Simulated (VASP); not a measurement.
# TaAgO3 (P4/mmm) in VASP: a series of runs

Runs on TaAgO3. Level: LDA. Tasks: single point.

Program: VASP 6.6.1. These are calculated values, not measurements. Logs are shortened: lines on timing, memory, paths and dates and some standing lists are left out, and cuts for length are marked.

## (1) The cell of the first run

It takes space group P4/mmm (No. 123, tetragonal). Conventional cell: a = 3.999 Å, b = 3.999 Å, c = 3.799 Å, α = 90.00°, β = 90.00°, γ = 90.00°. Around Ta (site symmetry 4/mmm) lie 6 O at 1.90 to 2.00 Å. Ag (site symmetry 4/mmm) is surrounded by 12 O at 2.76 to 2.83 Å. O (site symmetry 4/mmm) has 2 Ta at 1.90 Å as nearest neighbours. Around O (site symmetry mmm) lie 2 Ta at 2.00 Å.

Measurements of this composition are mostly on another form, of space group No. 161.

## (2) Single point, LDA (strain +0.000 along x and y, -0.050 along z, atoms carried along)

The input, INCAR:

```
  PREC = Accurate
  ENCUT = 520
  EDIFF = 1E-7
  ISMEAR = 0
  SIGMA = 0.05
  LREAL = False
  LASPH = True
  NELM = 100
  ALGO = Fast
  ISIF = 2
  LWAVE = False
  LCHARG = False
  GGA = CA
  NBANDS = 28
```

The input, KPOINTS:

```
Automatic mesh
0
Gamma
  8 8 8
```

The input, POSCAR:

```
TaAgO3
1.0
    3.9993700000      0.0000000000      0.0000000000
    0.0000000000      3.9993700000      0.0000000000
    0.0000000000      0.0000000000      3.7994015000
Ta Ag O
1 1 3
Direct
    0.0000000000      0.0000000000      0.0000000000
    0.5000000000      0.5000000000      0.5000000000
    0.0000000000      0.0000000000      0.5000000000
    0.0000000000      0.5000000000      0.0000000000
    0.5000000000      0.0000000000      0.0000000000
```

Potentials or basis: VASP PAW LDA potentials, release 64 (Ta_pv, Ag, O).

Command:

```sh
$ cat potpaw_LDA.64/Ta_pv/POTCAR potpaw_LDA.64/Ag/POTCAR potpaw_LDA.64/O/POTCAR > POTCAR
$ mpirun -np 1 vasp_std > vasp.out
```

OUTCAR:

```text
PREC = Accurate
   ENCUT = 520
   EDIFF = 1E-7
   ISMEAR = 0
   LREAL = False
   LASPH = True
   NELM = 100
   ISIF = 2
   GGA = CA

 ion  position               nearest neighbor table
   1  0.000  0.000  0.000-   3 1.90   3 1.90   5 2.00   4 2.00   4 2.00   5 2.00   2 3.41   2 3.41
                             2 3.41   2 3.41   2 3.41   2 3.41   2 3.41   2 3.41
   2  0.500  0.500  0.500-   4 2.76   5 2.76   4 2.76   5 2.76   5 2.76   5 2.76   4 2.76   4 2.76
                             1 3.41   1 3.41   1 3.41   1 3.41   1 3.41   1 3.41   1 3.41   1 3.41
   3  0.000  0.000  0.500-   1 1.90   1 1.90
   4  0.000  0.500  0.000-   1 2.00   1 2.00   2 2.76   2 2.76   2 2.76   2 2.76
   5  0.500  0.000  0.000-   1 2.00   1 2.00   2 2.76   2 2.76   2 2.76   2 2.76

  LATTYP: Found a simple tetragonal cell.
 ALAT       =     3.9993700000
 C/A-ratio  =     0.9500000000

  Lattice vectors:

 A1 = (   3.9993700000,   0.0000000000,   0.0000000000)
 A2 = (   0.0000000000,   3.9993700000,   0.0000000000)
 A3 = (   0.0000000000,   0.0000000000,   3.7994015000)

Analysis of symmetry for initial positions (statically):
=====================================================================
 Subroutine PRICEL returns:
 Original cell was already a primitive cell.

 Routine SETGRP: Setting up the symmetry group for a
 simple tetragonal supercell.

 Subroutine GETGRP returns: Found 16 space group operations
 (whereof 16 operations were pure point group operations)
 out of a pool of 16 trial point group operations.

The static configuration has the point symmetry D_4h.

Analysis of symmetry for dynamics (positions and initial velocities):
=====================================================================
 Subroutine PRICEL returns:
 Original cell was already a primitive cell.

 Routine SETGRP: Setting up the symmetry group for a
 simple tetragonal supercell.

 Subroutine GETGRP returns: Found 16 space group operations
 (whereof 16 operations were pure point group operations)
 out of a pool of 16 trial point group operations.

The dynamic configuration has the point symmetry D_4h.

 Subroutine INISYM returns: Found 16 space group operations
 (whereof 16 operations are pure point group operations),
 and found     1 'primitive' translations

----------------------------------------------------------------------------------------

                                     Primitive cell

  volume of cell :      60.7713

  direct lattice vectors                    reciprocal lattice vectors
     3.999370000  0.000000000  0.000000000     0.250039381  0.000000000  0.000000000
     0.000000000  3.999370000  0.000000000     0.000000000  0.250039381  0.000000000
     0.000000000  0.000000000  3.799401500     0.000000000  0.000000000  0.263199349

  length of vectors
     3.999370000  3.999370000  3.799401500     0.250039381  0.250039381  0.263199349

  position of ions in fractional coordinates (direct lattice)
     0.000000000  0.000000000  0.000000000
     0.500000000  0.500000000  0.500000000
     0.000000000  0.000000000  0.500000000
     0.000000000  0.500000000  0.000000000
     0.500000000  0.000000000  0.000000000

  ion indices of the primitive-cell ions
   primitive index   ion index
                 1           1
                 2           2
                 3           3
                 4           4
                 5           5

----------------------------------------------------------------------------------------

 KPOINTS: Automatic mesh

Automatic generation of k-mesh.
 Grid dimensions read from file:
 generate k-points for:    8    8    8

 Generating k-lattice:

  Cartesian coordinates                     Fractional coordinates (reciprocal lattice)
     0.031254923  0.000000000  0.000000000     0.125000000  0.000000000  0.000000000
     0.000000000  0.031254923  0.000000000     0.000000000  0.125000000  0.000000000
     0.000000000  0.000000000  0.032899919     0.000000000  0.000000000  0.125000000

  Length of vectors
     0.031254923  0.031254923  0.032899919

  Shift w.r.t. Gamma in fractional coordinates (k-lattice)
     0.000000000  0.000000000  0.000000000

 Subroutine IBZKPT returns following result:
 ===========================================

 Found     75 irreducible k-points:

 Following reciprocal coordinates:
            Coordinates               Weight
  0.000000  0.000000  0.000000      1.000000
  0.125000  0.000000  0.000000      4.000000
  0.250000  0.000000  0.000000      4.000000
  0.375000  0.000000  0.000000      4.000000
  0.500000  0.000000  0.000000      2.000000
  0.125000  0.125000  0.000000      4.000000
[... 16 lines left out ...]
  0.375000  0.125000  0.125000     16.000000
  0.500000  0.125000  0.125000      8.000000
 [... further k-points ...]
   k-points           NKPTS =     75   k-points in BZ     NKDIM =     75   number of bands    NBANDS=     28
   number of dos      NEDOS =    301   number of ions     NIONS =      5
   total plane-waves  NPLWV =  25200
   dimension x,y,z NGX =    30 NGY =   30 NGZ =   28
   dimension x,y,z NGXF=    60 NGYF=   60 NGZF=   56
   ions per type =               1   1   3
   NGX,Y,Z   is equivalent  to a cutoff of  12.47, 12.47, 12.25 a.u.
   NGXF,Y,Z  is equivalent  to a cutoff of  24.94, 24.94, 24.50 a.u.
 SYSTEM =  unknown system
   PREC   = accura    normal or accurate (medium, high low for compatibility)
   ISTART =      0    job   : 0-new  1-cont  2-samecut
   ICHARG =      2    charge: 1-file 2-atom 10-const
   ISPIN  =      1    spin polarized calculation?
   LNONCOLLINEAR =      F non collinear calculations
   LSORBIT =      F    spin-orbit coupling
   LASPH  =      T    aspherical Exc in radial PAW
   ENCUT  =  520.0 eV  38.22 Ry    6.18 a.u.   7.44  7.44  7.06*2*pi/ulx,y,z
   NELM   =    100;   NELMIN=  2; NELMDL= -5     # of ELM steps
   EDIFF  = 0.1E-06   stopping-criterion for ELM
   LREAL  =      F    real-space projection
   EDIFFG = 0.1E-05   stopping-criterion for IOM
   NSW    =      0    number of steps for IOM
   IBRION =     -1    ionic relax: 0-MD 1-quasi-New 2-CG
   NFREE  =      0    steps in history (QN), initial steepest desc. (CG)
   ISIF   =      2    stress and relaxation
   ISYM   =      2    0-nonsym 1-usesym 2-fastsym
   POTIM  = 0.5000    time-step for ionic-motion
   TEBEG  =    0.0;   TEEND  =   0.0 temperature during run
   PSTRESS=    0.0 pullay stress
   NELECT =      40.0000    total number of electrons
   NUPDOWN=      -1.0000    fix difference up-down
   EMIN   =  10.00;   EMAX   =-10.00  energy-range for DOS
   EFERMI =   0.00;   METHOD = LEGACY
   ISMEAR =     0;   SIGMA  =   0.05  broadening in eV -4-tet -1-fermi 0-gaus
   EFERMI_NEDOS =   21; number of points for ismear=-14 and -15
   IALGO  =     68    algorithm
   IMIX   =      4    mixing-type and parameters
     AMIX     =   0.40;   BMIX     =  1.00
     AMIX_MAG =   1.60;   BMIX_MAG =  1.00
  volume/ion in A,a.u.               =      12.15        82.02
  Fermi-wavevector in a.u.,A,eV,Ry     =   1.424061  2.691086 27.591946  2.027951
  Thomas-Fermi vector in A             =   2.544593
   LORBIT       =      0    0 simple, 1 ext, 2 COOP (PROOUT), +10 PAW based schemes
   GGA     = CA    functional components
   LHFCALC =     F    Hartree Fock is set to
   AEXX    =    0.0000 exact exchange contribution
   IVDW    =     0    specifies the selected vdW correction
   LEPSILON=     F    determine dielectric tensor
   LRPA    =     F    only Hartree local field effects (RPA)
 non-spin polarized calculation
 RMM-DIIS sequential band-by-band and
 Gauss-broadening in eV      SIGMA  =   0.05
  energy-cutoff  :      520.00
  volume of cell :       60.77
 maximum number of plane-waves:      1663
 NGX is ok and might be reduce to    30
   NGX = 15   NGY = 15   NGZ = 15

 number of electron      39.9999973 magnetization

 Free energy of the ion-electron system (eV)
  ---------------------------------------------------
  ext. energy  EPLUGINS =         0.00000000
  ---------------------------------------------------
  free energy    TOTEN  =       -43.44869790 eV

  energy without entropy =      -43.44869790  energy(sigma->0) =      -43.44869790

 E-fermi :   3.9932     XC(G=0): -12.0789

 val. band max:        3.6916431196   @ k =   0.5000   0.5000   0.0000
 cond. band min:       5.1716924085   @ k =   0.0000   0.0000   0.0000
 fundamental gap:      1.4800492888
 Fermi energy:         3.9931841819

 k-point     1 :       0.0000    0.0000    0.0000
  band No.  band energies     occupation
      1     -30.5938      2.00000
      2     -30.4834      2.00000
      3     -30.4834      2.00000
      4     -14.4662      2.00000
      5     -13.5480      2.00000
      6     -13.2373      2.00000
[... 20 lines left out ...]
     27      15.4309      0.00000
     28      15.4329      0.00000

 k-point     2 :       0.1250    0.0000    0.0000
  band No.  band energies     occupation
      1     -30.5933      2.00000
      2     -30.4966      2.00000
      3     -30.4829      2.00000
      4     -14.4249      2.00000
      5     -13.5001      2.00000
      6     -13.1674      2.00000
[... 20 lines left out ...]
     27      14.1116      0.00000
     28      15.3706      0.00000

 k-point     3 :       0.2500    0.0000    0.0000
  band No.  band energies     occupation
      1     -30.5921      2.00000
      2     -30.5282      2.00000
      3     -30.4817      2.00000
      4     -14.3452      2.00000
      5     -13.4297      2.00000
      6     -12.9102      2.00000
[... 20 lines left out ...]
     27      12.8009      0.00000
     28      15.2585      0.00000

 k-point     4 :       0.3750    0.0000    0.0000
  band No.  band energies     occupation
      1     -30.5909      2.00000
      2     -30.5595      2.00000
      3     -30.4805      2.00000
      4     -14.2859      2.00000
      5     -13.3928      2.00000
      6     -12.5557      2.00000
[... 578 lines left out ...]
     27      12.9862      0.00000
     28      14.1678      0.00000

 k-point    23 :       0.3750    0.1250    0.1250
  band No.  band energies     occupation
      1     -30.6152      2.00000
      2     -30.5577      2.00000
      3     -30.4925      2.00000
      4     -14.0511      2.00000
      5     -13.2538      2.00000
      6     -12.5376      2.00000
[... 20 lines left out ...]
     27      14.0205      0.00000
     28      14.3094      0.00000

 k-point    24 :       0.5000    0.1250    0.1250
  band No.  band energies     occupation
      1     -30.6147      2.00000
      2     -30.5706      2.00000
      3     -30.4920      2.00000
      4     -14.0311      2.00000
      5     -13.2427      2.00000
      6     -12.3657      2.00000
[... 20 lines left out ...]
     27      14.0801      0.00000
     28      14.5374      0.00000

 [... further k-points ...]
[... 5 lines left out ...]
  --------------------------------------------------------------------------------------
  -------------------------------------------------------------------------------------
  Total       -2.6508151     -2.6508151      5.3583075      0.0000000      0.0000000      0.0000000
  in kB      -69.8862369    -69.8862369    141.2667181      0.0000000      0.0000000      0.0000000
  external PRESSURE =       0.4980814 kB  Pullay stress =       0.0000000 kB

 VOLUME and BASIS-vectors are now :
 -----------------------------------------------------------------------------
  energy-cutoff  :      520.00
  volume of cell :       60.77
      direct lattice vectors                 reciprocal lattice vectors
     3.999370000  0.000000000  0.000000000     0.250039381  0.000000000  0.000000000
     0.000000000  3.999370000  0.000000000     0.000000000  0.250039381  0.000000000
     0.000000000  0.000000000  3.799401500     0.000000000  0.000000000  0.263199349

 POSITION                                       TOTAL-FORCE (eV/Angst)
 -----------------------------------------------------------------------------------
      0.00000      0.00000      0.00000         0.000000      0.000000      0.000000
      1.99968      1.99968      1.89970         0.000000      0.000000      0.000000
      0.00000      0.00000      1.89970         0.000000      0.000000      0.000000
      0.00000      1.99968      0.00000         0.000000      0.000000      0.000000
      1.99968      0.00000      0.00000         0.000000      0.000000      0.000000
 -----------------------------------------------------------------------------------
    total drift:                                0.000000     -0.000000      0.000000

  FREE ENERGIE OF THE ION-ELECTRON SYSTEM (eV)
  ---------------------------------------------------
  free  energy   TOTEN  =       -43.4486978991 eV

  energy  without entropy=      -43.4486978991  energy(sigma->0) =      -43.44869790
```

It took 63 s on 1 thread of Intel Xeon Platinum 8559C (Emerald Rapids), shared host; peak memory 0.23 GiB.

What came out:

```yaml
Free_energy: -43.4487 eV
Pressure: 0.0 GPa
Band_gap_on_the_k_mesh: 1.48 eV, indirect (least direct gap 1.94 eV)
```

Stress tensor (GPa, compression positive):
```
-6.99  0.00  0.00
 0.00 -6.99  0.00
 0.00  0.00 14.13
```

Levels at points of the mesh, in eV from the valence-band top:
```
           k point  band 17  band 18  band 19  band 20  band 21  band 22  band 23  band 24
(0.00, 0.00, 0.00)    -1.43    -1.23    -1.23    -1.12     1.48     2.07     2.07     2.08
(0.50, 0.00, 0.00)    -1.53    -0.50    -0.40    -0.13     1.89     4.50     4.53     4.75
(0.50, 0.50, 0.00)    -1.47    -0.56    -0.56     0.00     4.58     4.58     5.22     6.01
(0.00, 0.00, 0.50)    -1.41    -0.16    -0.07    -0.07     1.87     5.16     5.27     5.27
(0.50, 0.00, 0.50)    -1.34    -0.86    -0.47    -0.14     4.59     5.12     5.35     6.58
(0.50, 0.50, 0.50)    -1.36    -0.49    -0.49    -0.47     3.15     5.94     6.51     6.51
```

Caveat: spin-orbit coupling is left out, which moves the levels of the heavy elements. A k mesh can miss the band edges.

[end of part 1 of 2]
